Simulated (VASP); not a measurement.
Output of a VASP run:

File OSZICAR:
```
       N       E                     dE             d eps       ncg     rms          rms(c)
DAV:   1     0.358213547439E+03    0.35821E+03   -0.16200E+04  2112   0.143E+03
DAV:   2     0.188382838471E+02   -0.33938E+03   -0.33593E+03  2192   0.402E+02
DAV:   3    -0.168526512440E+02   -0.35691E+02   -0.35291E+02  2816   0.144E+02
DAV:   4    -0.181244785173E+02   -0.12718E+01   -0.12708E+01  2376   0.324E+01
DAV:   5    -0.181827207982E+02   -0.58242E-01   -0.58236E-01  3080   0.613E+00    0.573E+00
DAV:   6    -0.176414459852E+02    0.54127E+00   -0.18627E+00  2824   0.840E+00    0.379E+00
DAV:   7    -0.176420732809E+02   -0.62730E-03   -0.35607E-01  2488   0.275E+00    0.188E+00
DAV:   8    -0.176411157448E+02    0.95754E-03   -0.35646E-02  3040   0.134E+00    0.327E-01
DAV:   9    -0.176406825483E+02    0.43320E-03   -0.55615E-03  2632   0.399E-01    0.160E-01
DAV:  10    -0.176407919047E+02   -0.10936E-03   -0.10590E-03  2816   0.149E-01    0.688E-02
DAV:  11    -0.176408471613E+02   -0.55257E-04   -0.17772E-04  2928   0.847E-02    0.256E-02
DAV:  12    -0.176408390777E+02    0.80836E-05   -0.65396E-05  2872   0.515E-02    0.128E-02
DAV:  13    -0.176408399067E+02   -0.82900E-06   -0.80932E-06  2632   0.174E-02    0.693E-03
DAV:  14    -0.176408398214E+02    0.85357E-07   -0.37460E-07  2352   0.474E-03
   1 F= -.17640840E+02 E0= -.17640840E+02  d E =0.000000E+00
```

File OUTCAR:
```
------------------------ aborting loop because EDIFF is reached ----------------------------------------
  FORCE on cell =-STRESS in cart. coord.  units (eV):
  Direction    XX          YY          ZZ          XY          YZ          ZX
  --------------------------------------------------------------------------------------
  Total       -0.0145624     -0.0145624     -0.0425610      0.0000000     -0.0000000      0.0000000
  in kB       -0.1990137     -0.1990137     -0.5816493      0.0000000     -0.0000000      0.0000000
  external PRESSURE =      -0.3265589 kB  Pullay stress =       0.0000000 kB
  volume of cell :      117.24
      direct lattice vectors                 reciprocal lattice vectors
     2.180478598  1.258900034  7.118145908     0.229307456  0.132390708  0.046828674
    -2.180478598  1.258900034  7.118145908    -0.229307456  0.132390708  0.046828674
     0.000000000 -2.517800067  7.118145908     0.000000000 -0.264781416  0.046828674
 POSITION                                       TOTAL-FORCE (eV/Angst)
 -----------------------------------------------------------------------------------
      0.00000      0.00000     10.67722         0.000000     -0.000000     -0.000000
      0.00000      0.00000     15.82762         0.000000      0.000000      0.000045
      0.00000      0.00000      5.52682         0.000000     -0.000000     -0.000045
      0.00000      0.00000      0.00000        -0.000000     -0.000000      0.000000
 -----------------------------------------------------------------------------------
    total drift:                                0.000000     -0.000000      0.000000
  FREE ENERGIE OF THE ION-ELECTRON SYSTEM (eV)
  ---------------------------------------------------
  free  energy   TOTEN  =       -17.6408398214 eV

  energy  without entropy=      -17.6408398214  energy(sigma->0) =      -17.64083982

 total charge

# of ion       s       p       d       tot
------------------------------------------
    1        1.372   2.009   0.020   3.400
    2        1.459   0.556   9.838  11.852
    3        1.459   0.556   9.838  11.852
    4        1.353   2.290   0.000   3.643
--------------------------------------------------
tot          5.642   5.410  19.695  30.748

 Electric field gradients after diagonalization (V/A^2)
 (convention: |V_zz| > |V_xx| > |V_yy|)
----------------------------------------------------------------------
 ion       V_xx      V_yy      V_zz     asymmetry (V_yy - V_xx)/ V_zz
----------------------------------------------------------------------
   1     -35.504   -35.503    71.006       0.000
   2       4.794     4.792    -9.586       0.000
   3       4.794     4.792    -9.586       0.000
   4      10.755    10.755   -21.509       0.000
```
(Selected blocks of OUTCAR.)

### POSCAR
```
TePb2S
1
    2.1804785978     1.2589000335     7.1181459076
   -2.1804785978     1.2589000335     7.1181459076
   -0.0000000000    -2.5178000669     7.1181459076
Te Pb S
1 2 1
Direct
  0.5000000000   0.5000000000   0.5000000000
  0.7411865629   0.7411865629   0.7411865629
  0.2588134371   0.2588134371   0.2588134371
  0.0000000000   0.0000000000   0.0000000000
```

**Question.** Reconstruct the remaining input files.

**Answer.** Several could match; the one computed here: the input of the run itself, PBEsol GGA, plane waves, VASP's PBE PAW potentials (set 64).

File KPOINTS:
```
Automatic mesh
0
Gamma
7 7 7
0 0 0
```

**INCAR**
```
! general
SYSTEM  = TePb2S
PREC    = Accurate
ENCUT   = 400
LREAL   = .FALSE.
LASPH   = .TRUE.

! electronic loop
EDIFF   = 1E-7
NELM    = 100
ALGO    = Normal
LMAXMIX = 4

! smearing
ISMEAR  = -5

! functional
GGA     = PS

! ions
ISIF    = 2

! output
LWAVE   = .FALSE.
LCHARG  = .TRUE.
LORBIT  = 11
NEDOS   = 601

! other
LEFG    = .TRUE.
```

POTCAR, in this order: Te Pb_d S (PBE.64 set). Program: vasp_std.

The structure comes from a computed database's TePb2S entry (R-3m); how it stands against other phases isn't given here. It was relaxed first, which changed the volume by -6 %.
